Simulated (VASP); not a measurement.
```
EuRh3B
1.0
    4.18800     0.00000     0.00000
    0.00000     4.18800     0.00000
    0.00000     0.00000     4.18800
Rh Eu B
3 1 1
Cartesian
  0.00000   2.09400   2.09400
  2.09400   0.00000   2.09400
  2.09400   2.09400   0.00000
  0.00000   0.00000   0.00000
  2.09400   2.09400   2.09400
```
Starting moments (μB, in the order of the record's atoms Rh Rh Rh Eu B): 0.0 0.0 0.0 7.0 0.0.

All values below come from PBEsol GGA, VASP's PBE PAW potentials (set 64) (plane waves; VASP). Numerical set-up: 400 eV cut-off, 6×6×6 Γ-centred mesh, Gaussian smearing of 0.050 eV, potentials Rh_pv Eu B.

**Question.** Give the spin-up energies of bands 26 to 39 at the high-symmetry points, in eV from the Fermi level.

**Answer.** 
| band | Γ | X | M | R |
|---|---|---|---|---|
| 26 | -0.80 | -1.37 | -1.96 | -1.12 |
| 27 | -0.80 | -1.21 | -1.25 | -0.38 |
| 28 | -0.80 | -1.21 | -1.21 | -0.38 |
| 29 | -0.40 | -0.65 | -0.99 | -0.38 |
| 30 | -0.30 | -0.30 | -0.40 | -0.38 |
| 31 | -0.30 | -0.24 | -0.30 | -0.25 |
| 32 | -0.30 | -0.24 | -0.26 | -0.25 |
| 33 | -0.04 | -0.07 | -0.26 | -0.25 |
| 34 | -0.04 | 0.02 | -0.25 | 0.26 |
| 35 | -0.04 | 0.02 | -0.16 | 0.26 |
| 36 | 0.42 | 0.03 | -0.16 | 0.26 |
| 37 | 0.43 | 0.43 | 0.32 | 2.28 |
| 38 | 0.43 | 2.01 | 1.85 | 2.28 |
| 39 | 0.43 | 2.01 | 1.85 | 2.28 |

**Question.** Give the spin-down energies of bands 26 to 39 at the high-symmetry points, in eV from the Fermi level.

**Answer.** 
```tsv
band	Γ	X	M	R
26	-0.52	-1.23	-1.90	-1.21
27	-0.52	-1.14	-1.44	0.05
28	-0.52	-1.14	-1.17	0.05
29	0.19	-0.80	-0.99	0.05
30	0.23	0.23	-0.09	2.42
31	0.23	2.05	1.69	2.42
32	0.23	2.05	1.69	2.42
33	3.98	3.95	4.11	2.50
34	3.98	3.96	4.13	2.50
35	3.98	4.15	4.13	2.50
36	4.24	4.15	4.20	4.14
37	4.32	4.36	4.20	4.14
38	4.32	4.36	4.30	4.14
39	4.32	4.40	4.30	4.22
```

It has no gap at this level: it comes out as a metal or semimetal.

The structure comes from a measured EuBRh3 entry of the Crystallography Open Database, whose conditions weren't checked. The cell was not relaxed at this level.
